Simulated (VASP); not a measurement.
# AlSn (P-6m2) in VASP: a series of runs

Aim: see how the results for AlSn move with the level of theory and the settings. Levels: r2SCAN, PBE+D3(BJ), LDA, PBEsol. Tasks: relaxation of cell and atoms.

Everything below comes from runs of VASP 6.6.1. Logs are shortened: lines on timing, memory, paths and dates and some standing lists are left out, and cuts for length are marked.

**1. The crystal as given**

It takes space group P-6m2 (No. 187, hexagonal). Conventional cell: a = 4.198 Å, b = 4.198 Å, c = 3.307 Å, α = 90.00°, β = 90.00°, γ = 120.00°. Around Sn (site symmetry -6m2) lie 6 Al at 2.93 Å and 2 Sn at 3.31 Å. Around Al (site symmetry -6m2) lie 6 Sn at 2.93 Å and 2 Al at 3.31 Å.

The cell comes from a database or a generator and needn't be the stable form of this composition.

**2. Relaxation of cell and atoms, r2SCAN**

File INCAR:

```
ALGO = Normal
EDIFF = 1E-6
EDIFFG = -0.01
ENCUT = 600
IBRION = 2
ISIF = 3
ISMEAR = -1
LASPH = T
LCHARG = F
LMIXTAU = T
LREAL = F
LWAVE = F
METAGGA = R2SCAN
NELM = 80
NSW = 60
PREC = Accurate
SIGMA = 0.05
```

File KPOINTS:

```
k-points
0
Gamma
  6 6 8
```

File POSCAR:

```
AlSn
1.0
    4.1981056157      0.0000000000      0.0000000000
   -2.0990528078      3.6356661109      0.0000000000
    0.0000000000      0.0000000000      3.3068470000
Sn Al
1 1
Direct
    0.3333333333      0.6666666667      0.5000000000
    0.0000000000      0.0000000000      0.0000000000
```

Potentials or basis: VASP PAW PBE potentials, release 64 (Sn_d, Al).

The run is started by

```bash
$ cat potpaw_PBE.64/Sn_d/POTCAR potpaw_PBE.64/Al/POTCAR > POTCAR
$ mpirun -np 1 vasp_std > vasp.out
```

OUTCAR:

```text
EDIFF = 1E-6
   EDIFFG = -0.01
   ENCUT = 600
   IBRION = 2
   ISIF = 3
   ISMEAR = -1
   LASPH = T
   LREAL = F
   METAGGA = R2SCAN
   NELM = 80
   NSW = 60
   PREC = Accurate

 ion  position               nearest neighbor table
   1  0.333  0.667  0.500-   2 2.93   2 2.93   2 2.93   2 2.93   2 2.93   2 2.93
   2  0.000  0.000  0.000-   1 2.93   1 2.93   1 2.93   1 2.93   1 2.93   1 2.93

  LATTYP: Found a hexagonal cell.
 ALAT       =     4.1981056157
 C/A-ratio  =     0.7876998110

  Lattice vectors:

 A1 = (   4.1981056157,   0.0000000000,   0.0000000000)
 A2 = (  -2.0990528078,   3.6356661109,   0.0000000000)
 A3 = (   0.0000000000,   0.0000000000,   3.3068470000)

Analysis of symmetry for initial positions (statically):
=====================================================================
 Subroutine PRICEL returns:
 Original cell was already a primitive cell.

 Routine SETGRP: Setting up the symmetry group for a
 hexagonal supercell.

 Subroutine GETGRP returns: Found 12 space group operations
 (whereof 12 operations were pure point group operations)
 out of a pool of 24 trial point group operations.

The static configuration has the point symmetry D_3h.

Analysis of symmetry for dynamics (positions and initial velocities):
=====================================================================
 Subroutine PRICEL returns:
 Original cell was already a primitive cell.

 Routine SETGRP: Setting up the symmetry group for a
 hexagonal supercell.

 Subroutine GETGRP returns: Found 12 space group operations
 (whereof 12 operations were pure point group operations)
 out of a pool of 24 trial point group operations.

The dynamic configuration has the point symmetry D_3h.

 Subroutine INISYM returns: Found 12 space group operations
 (whereof 12 operations are pure point group operations),
 and found     1 'primitive' translations

----------------------------------------------------------------------------------------

                                     Primitive cell

  volume of cell :      50.4721

  direct lattice vectors                    reciprocal lattice vectors
     4.198105616  0.000000000  0.000000000     0.238202678  0.137526380  0.000000000
    -2.099052808  3.635666111  0.000000000     0.000000000  0.275052760  0.000000000
     0.000000000  0.000000000  3.306847000     0.000000000  0.000000000  0.302402863

  length of vectors
     4.198105616  4.198105616  3.306847000     0.275052760  0.275052760  0.302402863

  position of ions in fractional coordinates (direct lattice)
     0.333333333  0.666666667  0.500000000
     0.000000000  0.000000000  0.000000000

  ion indices of the primitive-cell ions
[... 100 lines left out ...]
   METAGGA = R2SCAN    functional components
   LHFCALC =     F    Hartree Fock is set to
   AEXX    =    0.0000 exact exchange contribution
   IVDW    =     0    specifies the selected vdW correction
   LEPSILON=     F    determine dielectric tensor
   LRPA    =     F    only Hartree local field effects (RPA)
 conjugate gradient relaxation of ions
 non-spin polarized calculation
  energy-cutoff  :      600.00
  volume of cell :       50.47
 maximum number of plane-waves:      1730
 NGX is ok and might be reduce to    36
   NGX = 17   NGY = 17   NGZ = 13

--------------------------------------- Ionic step        1  -------------------------------------------

 number of electron      17.0000000 magnetization

 Free energy of the ion-electron system (eV)
  ---------------------------------------------------
  ext. energy  EPLUGINS =         0.00000000
  ---------------------------------------------------
  free energy    TOTEN  =       -30.94928088 eV

  energy without entropy =      -30.94295619  energy(sigma->0) =      -30.94611853

------------------------ aborting loop because EDIFF is reached ----------------------------------------

  FORCE on cell =-STRESS in cart. coord.  units (eV):
  Direction    XX          YY          ZZ          XY          YZ          ZX
  --------------------------------------------------------------------------------------
  -------------------------------------------------------------------------------------
  Total       -0.3580564     -0.3580564     -0.2562655     -0.0000000      0.0000000      0.0000000
  in kB      -11.3660751    -11.3660751     -8.1348453     -0.0000000      0.0000000      0.0000000
  external PRESSURE =     -10.2889985 kB  Pullay stress =       0.0000000 kB
[... 95 lines left out ...]
--------------------------------------- Ionic step        4  -------------------------------------------

 number of electron      16.9999996 magnetization

 Free energy of the ion-electron system (eV)
  ---------------------------------------------------
  ext. energy  EPLUGINS =         0.00000000
  ---------------------------------------------------
  free energy    TOTEN  =       -30.95288397 eV

  energy without entropy =      -30.94653418  energy(sigma->0) =      -30.94970908

 E-fermi :   6.5198     XC(G=0): -10.3654

 val. band max:        6.4788802711   @ k =   0.1667   0.1667   0.5000
 cond. band min:       6.5810780308   @ k =   0.0000   0.0000   0.1250
 fundamental gap:      0.1021977597
 Fermi energy:         6.5197554079

 k-point     1 :       0.0000    0.0000    0.0000
  band No.  band energies     occupation
      1     -15.4670      2.00000
      2     -15.3521      2.00000
      3     -15.3521      2.00000
      4     -15.3304      2.00000
      5     -15.3304      2.00000
      6      -4.5540      2.00000
      7       6.3341      1.95237
      8       6.3341      1.95237
      9       7.8316      0.00000
     10       9.3346      0.00000
     11       9.9492      0.00000
     12       9.9492      0.00000
[... 331 lines left out ...]
 k-point    24 :       0.3333   -0.0000    0.3750
  band No.  band energies     occupation
      1     -15.4057      2.00000
      2     -15.3965      2.00000
      3     -15.3464      2.00000
      4     -15.3266      2.00000
      5     -15.2886      2.00000
      6      -1.2817      2.00000
      7       2.7642      2.00000
      8       3.3956      2.00000
      9       7.0111      0.00011
     10       7.2270      0.00000
     11       9.6966      0.00000
     12      10.8413      0.00000

 [... further k-points ...]

------------------------ aborting loop because EDIFF is reached ----------------------------------------

  FORCE on cell =-STRESS in cart. coord.  units (eV):
  Direction    XX          YY          ZZ          XY          YZ          ZX
  --------------------------------------------------------------------------------------
  -------------------------------------------------------------------------------------
  Total        0.0059753      0.0059753     -0.0085194      0.0000000     -0.0000000      0.0000000
  in kB        0.1936960      0.1936960     -0.2761637      0.0000000     -0.0000000      0.0000000
  external PRESSURE =       0.0370761 kB  Pullay stress =       0.0000000 kB
[... 17 lines left out ...]
  FREE ENERGIE OF THE ION-ELECTRON SYSTEM (eV)
  ---------------------------------------------------
  free  energy   TOTEN  =       -30.9528839735 eV

  energy  without entropy=      -30.9465341771  energy(sigma->0) =      -30.94970908

 reached required accuracy - stopping structural energy minimisation
```

It took 2.7 min on 1 thread of Intel Xeon 6975P-C (Granite Rapids), shared host; peak memory 0.21 GiB.

What came out:

| Property | Result |
| --- | --- |
| Free energy | -30.9529 eV |
| Relaxed volume | 24.71 Å³/atom |
| Relaxed cell | a = 4.161 Å, b = 4.161 Å, c = 3.296 Å, α = 90.00°, β = 90.00°, γ = 120.00° |
| Space group after relaxing (to 0.05 Å) | P-6m2 (No. 187) |
| Energy gained by relaxing | 1.8 meV/atom |
| Ionic steps | 4 |
| Pressure after relaxing | 0.0 GPa |
| Band gap on the k mesh | none (metal or under the smearing width) |

The path:
| step | energy change (eV) | largest force (eV/Å) | pressure (GPa) | volume (Å³) |
| --- | --- | --- | --- | --- |
| 1 | 0.0000 | 0.0000 | -1.03 | 50.47 |
| 2 | -0.0034 | 0.0000 | 0.19 | 49.30 |
| 3 | -0.0034 | 0.0000 | 0.03 | 49.44 |
| 4 | -0.0036 | 0.0000 | 0.00 | 49.43 |

Final structure:
```yaml
crystal:
  lattice:
    - [4.16095, 0.00000, 0.00000]
    - [-2.08048, 3.60349, 0.00000]
    - [0.00000, 0.00000, 3.29638]
  atoms:
    - { symbol: Sn, position: [0.33333, 0.66667, 0.50000] }
    - { symbol: Al, position: [0.00000, 0.00000, 0.00000] }
```

Caveat: the PAW data sets were made with another functional, which shifts forces and pressure a little.

**3. Relaxation of cell and atoms, PBE+D3(BJ)**

File INCAR:

```
SYSTEM = AlSn
PREC     = Accurate       ! precision mode
ENCUT    = 600            ! plane-wave cutoff, eV
EDIFF    = 1E-7           ! SCF threshold, eV
ISMEAR   = -1             ! smearing method
SIGMA    = 0.05           ! smearing width, eV
LREAL    = .FALSE.        ! projectors in reciprocal space
LASPH    = .TRUE.         ! aspherical terms in the spheres
NELM     = 100            ! most SCF steps
ALGO     = Normal         ! electronic algorithm
ISIF     = 3              ! what is computed and relaxed
LWAVE    = .FALSE.        ! write WAVECAR
LCHARG   = .FALSE.        ! write CHGCAR
GGA      = PE             ! functional
IVDW     = 12             ! dispersion correction
IBRION   = 2              ! ionic algorithm
NSW      = 60             ! ionic steps
EDIFFG   = -0.02          ! ionic threshold
```

File KPOINTS:

```
Automatic mesh
0
G
  6 6 8
  0 0 0
```

POSCAR is that of step 2.

Potentials or basis: VASP PAW PBE potentials, release 64 (Sn_d, Al).

The run is started by

```bash
$ cat potpaw_PBE.64/Sn_d/POTCAR potpaw_PBE.64/Al/POTCAR > POTCAR
$ mpirun -np 1 vasp_std > vasp.out
```

Wall time 38 s (1 thread of Intel Xeon Platinum 8488C (Sapphire Rapids), shared host); peak memory 0.21 GiB.

The run converged. Its results:

```yaml
Free_energy: -7.8245 eV
Relaxed_volume: 24.30 Å³/atom
Relaxed_cell: a = 4.125 Å, b = 4.125 Å, c = 3.297 Å, α = 90.00°, β = 90.00°, γ = 120.00°
Space_group_after_relaxing_to_0.05_Å: P-6m2 (No. 187)
Energy_gained_by_relaxing: 6.2 meV/atom
Ionic_steps: 5
Pressure_after_relaxing: 0.0 GPa
Band_gap_on_the_k_mesh: none (metal or under the smearing width)
Dispersion_energy_per_atom: -0.321 eV
```

Step by step:
```
step  energy change (eV)  largest force (eV/Å)  pressure (GPa)  volume (Å³)
   1              0.0000                0.0000           -1.74        50.47
   2             -0.0120                0.0000            0.20        48.50
   3             -0.0120                0.0000            0.13        48.56
   4             -0.0125                0.0000           -0.03        48.60
   5             -0.0125                0.0000           -0.01        48.59
```

Final structure:
```
CELL_PARAMETERS angstrom
4.12532 0.00000 0.00000
-2.06266 3.57264 0.00000
0.00000 0.00000 3.29715
ATOMIC_POSITIONS crystal
Sn 0.33333 0.66667 0.50000
Al 0.00000 0.00000 0.00000
```

Levels at points of the mesh, in eV from the Fermi level:
| k point | band 6 | band 7 | band 8 | band 9 | band 10 | band 11 |
| --- | --- | --- | --- | --- | --- | --- |
| (0.00, 0.00, 0.00) | -10.61 | -0.05 | -0.05 | 1.15 | 2.51 | 3.32 |
| (0.50, 0.00, 0.00) | -8.67 | -6.39 | -1.76 | 0.75 | 4.43 | 6.56 |
| (0.00, 0.00, 0.50) | -7.55 | -6.35 | 2.92 | 2.92 | 3.79 | 3.79 |
| (0.50, 0.00, 0.50) | -5.72 | -4.27 | -3.24 | -2.31 | 1.28 | 2.52 |

Caveat: pairwise dispersion overbinds metals, which lowers pressure and volume.

(Continued in part 2 of 2.)
